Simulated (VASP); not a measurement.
**Sr2C (antifluorite): gaps by functional in VASP**

```xyz
3
Lattice="0.0000 3.3601 3.3601 3.3601 0.0000 3.3601 3.3601 3.3601 0.0000" Properties=species:S:1:pos:R:3 pbc="T T T"
C     0.0000    0.0000    0.0000
Sr    1.6801    1.6801    1.6801
Sr    5.0402    5.0402    5.0402
```

All runs share this cell. Band v is the last that the valence electrons fill when counted band by band, and c is the next. A negative gap between them is a band overlap, as in a metal.

| level | gap (eV) | least direct gap (eV) | pressure (GPa) |
| --- | --- | --- | --- |
| PBE | -0.10 | 0.00 | 0.6 |
| r²SCAN | 0.06 | 0.06 | 0.2 |
| LDA | -0.10 | 0.00 | -3.3 |
| PBEsol | -0.12 | 0.00 | -1.5 |
| PBE with spin–orbit coupling | -0.07 | 0.06 | – |
